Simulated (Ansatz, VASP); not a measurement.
Two plane-wave programs on MnSi2Mo2

```xyz
10
Lattice="6.2986 0.0000 0.0000 0.0000 6.2986 0.0000 0.0000 0.0000 3.4399" Properties=species:S:1:pos:R:3 pbc="T T T"
Mn    0.0000    0.0000    0.0000
Mn    3.1493    3.1493    0.0000
Si    2.4564    5.6057    0.0000
Si    0.6928    2.4564    0.0000
Si    3.8421    0.6928    0.0000
Si    5.6057    3.8421    0.0000
Mo    1.1337    4.2830    1.7200
Mo    2.0155    1.1337    1.7200
Mo    5.1648    2.0155    1.7200
Mo    4.2830    5.1648    1.7200
```

The cell was built by a generator and needn't be a form met in nature.

Alike in both runs: task single point; functional PBE; k mesh 3 × 3 × 5; no spin polarisation.

```csv
,VASP,Ansatz
version,VASP 6.6.1,Ansatz 0.2.0
potentials or method,"VASP PAW PBE potentials, release 64 (Mn_pv, Si, Mo_sv)",PAW plane waves
plane-wave cutoff (eV),520,420
occupations,"fermi-dirac, width 0.1 eV",fermi-dirac
valence electrons in the cell,98,102
```

```tsv
	VASP	Ansatz	Ansatz less VASP
gap on the k mesh at the Fermi level (eV)	none	none	-
pressure (GPa)	3.9	3.8	-0.09
largest component of the traceless stress (GPa)	6.65	6.77	+0.118
rms of the force components (eV/Å)	2.905	2.929	+0.0238
```

Atom by atom the forces differ by 0.024 eV/Å (rms over components). A gap of «none» marks a metal or a gap that the smearing closes. The two sets of potentials don't hold the same shells in valence.

Caveats: the k mesh is coarse (spacing up to 0.37 Å⁻¹), so the values aren't converged; forces of over 1 eV/Å show positions far from the minimum, so gaps and moduli don't describe the material at rest. Spin polarisation is off, so any magnetic state and its effect on volume and gap are missing.
